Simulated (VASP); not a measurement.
Calculation: PBE GGA with D3 dispersion (Becke-Johnson damping), VASP's PBE PAW potentials (set 64) (plane waves; VASP).

VASP input:

**KPOINTS**
```
k-points along high-symmetry lines
15
Line-mode
Reciprocal
  0.000000   0.000000   0.000000 ! GAMMA
  0.000000   0.500000   0.000000 ! X

  0.000000   0.500000   0.000000 ! X
  0.500000   0.500000   0.000000 ! M

  0.500000   0.500000   0.000000 ! M
  0.000000   0.000000   0.000000 ! GAMMA

  0.000000   0.000000   0.000000 ! GAMMA
  0.500000   0.500000   0.500000 ! R

  0.500000   0.500000   0.500000 ! R
  0.000000   0.500000   0.000000 ! X

  0.500000   0.500000   0.500000 ! R
  0.500000   0.500000   0.000000 ! M
```

### POSCAR
```
AuZn
1
    3.1392263349    -0.0000000000     0.0000000000
   -0.0000000000     3.1392263349    -0.0000000000
    0.0000000000    -0.0000000000     3.1392263349
Zn Au
1 1
Direct
  0.5000000000   0.5000000000   0.5000000000
  0.0000000000   0.0000000000   0.0000000000
```

**INCAR**
```
LWAVE=.FALSE.
LCHARG=.FALSE.
LORBIT=11   ! lm-projected
EDIFF=1E-7   ! SCF stop (eV)
SIGMA=0.05
ENCUT=520
NELM=100
LASPH=.TRUE.   ! aspherical one-centre terms
ICHARG=11   ! fixed density
ALGO=Normal   ! blocked Davidson
IVDW=12
SYSTEM=AuZn
PREC=Accurate
LREAL=.FALSE.   ! projection in real space or not
ISMEAR=0   ! Gaussian
LMAXMIX=6   ! l cut-off of mixed one-centre charges
GGA=PE   ! PBE
```

POTCAR, in this order: Zn Au (PBE.64 set). Program: vasp_std. Read from the step before: CHGCAR.

The resulting files:

File OSZICAR:
```
       N       E                     dE             d eps       ncg     rms          rms(c)
DAV:   1     0.129730130689E+03    0.12973E+03   -0.11910E+04  2772   0.200E+03
DAV:   2     0.590874648140E+00   -0.12914E+03   -0.12340E+03  2833   0.347E+02
DAV:   3    -0.357645889517E+01   -0.41673E+01   -0.41470E+01  3330   0.705E+01
DAV:   4    -0.360262054392E+01   -0.26162E-01   -0.26159E-01  3232   0.492E+00
DAV:   5    -0.360295222896E+01   -0.33169E-03   -0.33168E-03  3323   0.547E-01
DAV:   6    -0.360296015664E+01   -0.79277E-05   -0.79282E-05  3358   0.742E-02
DAV:   7    -0.360296038354E+01   -0.22690E-06   -0.22556E-06  3253   0.135E-02
DAV:   8    -0.360296038782E+01   -0.42787E-08   -0.56877E-08  2615   0.215E-03
   1 F= -.47039077E+01 E0= -.47032190E+01  d E =-.137729E-02
```

File OUTCAR:
```
 val. band max:        8.2097174552   @ k =   0.4643   0.5000   0.0000

 cond. band min:       8.2173832845   @ k =   0.5000   0.5000   0.1786



 k-point     1 :       0.0000    0.0000    0.0000
  band No.  band energies     occupation
      1      -3.5006      2.00000
      2      -0.9780      2.00000
      3      -0.9780      2.00000
      4      -0.2691      2.00000
      5      -0.2691      2.00000
      6      -0.2691      2.00000
      7       1.7252      2.00000
      8       1.7252      2.00000
      9       3.4273      2.00000
     10       3.4273      2.00000
     11       3.4273      2.00000
     12      12.1978      0.00000
     13      12.1978      0.00000
     14      12.1978      0.00000
     15      16.1390      0.00000

 k-point     2 :       0.0000    0.0357    0.0000
  band No.  band energies     occupation
      1      -3.4777      2.00000
      2      -0.9729      2.00000
      3      -0.9710      2.00000
      4      -0.2694      2.00000
      5      -0.2694      2.00000
      6      -0.2671      2.00000
      7       1.7214      2.00000
      8       1.7315      2.00000
      9       3.4094      2.00000
     10       3.4094      2.00000
     11       3.4254      2.00000
     12      11.9911      0.00000
     13      12.2414      0.00000
     14      12.2414      0.00000
     15      16.2816      0.00000

 k-point     3 :       0.0000    0.0714    0.0000
  band No.  band energies     occupation
      1      -3.4092      2.00000
      2      -0.9576      2.00000
      3      -0.9503      2.00000
      4      -0.2702      2.00000
      5      -0.2702      2.00000
      6      -0.2613      2.00000
      7       1.7101      2.00000
      8       1.7502      2.00000
      9       3.3571      2.00000
     10       3.3571      2.00000
     11       3.4197      2.00000
     12      11.4641      0.00000
     13      12.3707      0.00000
     14      12.3707      0.00000
     15      16.6016      0.00000

...
```

The density is held fixed in this step, so its total energy and stress have no physical meaning. Unless said otherwise, spin-orbit coupling is left out, though it shifts the bands of the heavy elements here.

The compound is AuZn in the CsCl type structure. It was relaxed first. The electron count is odd and the run is not spin-polarised, which forces a metal.
